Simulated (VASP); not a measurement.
Level of theory: r2SCAN meta-GGA with spin-orbit coupling, VASP's PBE PAW potentials (set 64) (plane waves; VASP).

The input files of a VASP run:

### KPOINTS
```
Automatic mesh
0
gamma
  5 5 5
0 0 0
```

File POSCAR:
```
ScF3
1
    4.0411176691     0.0000000000     0.0000000000
    0.0000000000     4.0411176691     0.0000000000
   -0.0000000000     0.0000000000     4.0411176691
Sc F
1 3
Direct
  0.0000000000   0.0000000000   0.0000000000
  0.5000000000   0.0000000000   0.0000000000
  0.0000000000   0.5000000000   0.0000000000
  0.0000000000   0.0000000000   0.5000000000
```

**INCAR**
```
LCHARG = F
LREAL = F
MAGMOM = 0 0 0 0 0 0 0 0 0 0 0 0
GGA_COMPAT = F
ENCUT = 520   # plane-wave cut-off (eV)
SIGMA = 0.05   # width (eV)
SYSTEM = ScF3
LWAVE = F
EDIFF = 1E-6   # SCF stop (eV)
LMIXTAU = T
NELM = 100   # most electronic steps
METAGGA = R2SCAN
ALGO = Normal   # blocked Davidson
LMAXMIX = 4   # l cut-off of mixed one-centre charges
LASPH = T   # aspherical one-centre terms
ISMEAR = 0   # Gaussian
LSORBIT = T
PREC = Accurate
```

KPOINTS_OPT:
```
k-points along high-symmetry lines
8
Line-mode
Reciprocal
  0.000000   0.000000   0.000000 ! GAMMA
  0.000000   0.500000   0.000000 ! X

  0.000000   0.500000   0.000000 ! X
  0.500000   0.500000   0.000000 ! M

  0.500000   0.500000   0.000000 ! M
  0.000000   0.000000   0.000000 ! GAMMA

  0.000000   0.000000   0.000000 ! GAMMA
  0.500000   0.500000   0.500000 ! R

  0.500000   0.500000   0.500000 ! R
  0.000000   0.500000   0.000000 ! X

  0.500000   0.500000   0.500000 ! R
  0.500000   0.500000   0.000000 ! M
```

POTCAR, in this order: Sc_sv F (PBE.64 set). Program: vasp_ncl.

### Question
What does the run give for the energy per atom (σ→0), band gap (over mesh and band path)?

### Answer

- energy per atom (σ→0) = -907.8 kJ/mol-atom
- band gap (over mesh and band path) = 6.95 eV

**OSZICAR**
```
...
DAV:  24    -0.376348049417E+02   -0.10509E-05   -0.95574E-07   584   0.134E-02    0.159E-03
DAV:  25    -0.376348049905E+02   -0.48788E-07   -0.34236E-07   480   0.116E-02
   1 F= -.37634805E+02 E0= -.37634805E+02  d E =-.170095E-15  mag=    -0.0000    -0.0000    -0.0000
       N       E                     dE             ncg
       N       E                     dE             ncg
       N       E                     dE             ncg
       N       E                     dE             ncg
       N       E                     dE             ncg
```

The structure comes from a measured ScF3 entry (Pm-3m) of the Crystallography Open Database, whose conditions weren't checked. It was relaxed first.
